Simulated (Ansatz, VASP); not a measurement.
## Two plane-wave programs on NaOs2

Contents of INCAR:

```
SYSTEM = NaOs2
PREC     = Accurate       ! precision mode
ENCUT    = 600            ! plane-wave cutoff, eV
EDIFF    = 1E-6           ! SCF threshold, eV
ISMEAR   = 0              ! smearing method
SIGMA    = 0.1            ! smearing width, eV
LREAL    = .FALSE.        ! projectors in reciprocal space
LASPH    = .TRUE.         ! aspherical terms in the spheres
NELM     = 100            ! most SCF steps
ALGO     = Normal         ! electronic algorithm
ISIF     = 3              ! what is computed and relaxed
LWAVE    = .FALSE.        ! write WAVECAR
LCHARG   = .FALSE.        ! write CHGCAR
GGA      = PE             ! functional
IBRION   = 2              ! ionic algorithm
NSW      = 100            ! ionic steps
EDIFFG   = -0.01          ! ionic threshold
```

The input KPOINTS:

```
Automatic mesh
0
G
  18 18 6
  0 0 0
```

The input POSCAR:

```
NaOs2
1.0
    2.7599310694      0.0000000000      0.0000000000
   -1.3799655347      2.3901704188      0.0000000000
    0.0000000000      0.0000000000      7.5753175803
Na Os
1 2
Direct
    0.0000000000      0.0000000000      0.0000000000
    0.3333333333      0.6666666667      0.6351465078
    0.6666666667      0.3333333333      0.3648534922
```

Input for Ansatz:

```yaml
crystal:
  lattice:
    - [2.7599310694, 0.0, 0.0]
    - [-1.3799655347, 2.3901704188, 0.0]
    - [0.0, 0.0, 7.5753175803]
  atoms:
    - { symbol: Na, position: [0.0, 0.0, 0.0] }
    - { symbol: Os, position: [0.3333333333, 0.6666666667, 0.6351465078] }
    - { symbol: Os, position: [0.6666666667, 0.3333333333, 0.3648534922] }
basis:
  ecutwfc: 420
kpoints:
  mp_grid: { grid: [18, 18, 6] }
hamiltonian:
  xc: pbe
scf:
  occupations: { method: gaussian, width: 0.1 }
output:
  forces: true
  stress: true
  eigenvalues: true
relax:
  adjacent_minimum: "off"
  f_tol: 0.01
  max_steps: 80
  cell: { stress_tol: 0.05 }
```

Alike in both runs: task relaxation of cell and atoms; functional PBE; k mesh 18 × 18 × 6; occupations gaussian, width 0.1 eV; no spin polarisation.

```csv
,VASP,Ansatz
version,VASP 6.6.1,Ansatz 0.2.0
potentials or method,"VASP PAW PBE potentials, release 64 (Na_pv, Os)","scalar-relativistic, plane waves, PAW"
plane-wave cutoff (eV),600,420
valence electrons in the cell,23,41
```

```tsv
	VASP	Ansatz	Ansatz less VASP
gap on the k mesh at the Fermi level, each at its own relaxed structure (eV)	none	none	-
relaxed volume (Å³/atom)	16.67	16.67	0.000
relaxed cell length with the largest relative difference (Å)	7.575	7.580	+0.0051
```

A gap of «none» marks a metal or a gap that the smearing closes. The two sets of potentials don't hold the same shells in valence.

Spin-orbit coupling is left out, which matters for the levels of Os.
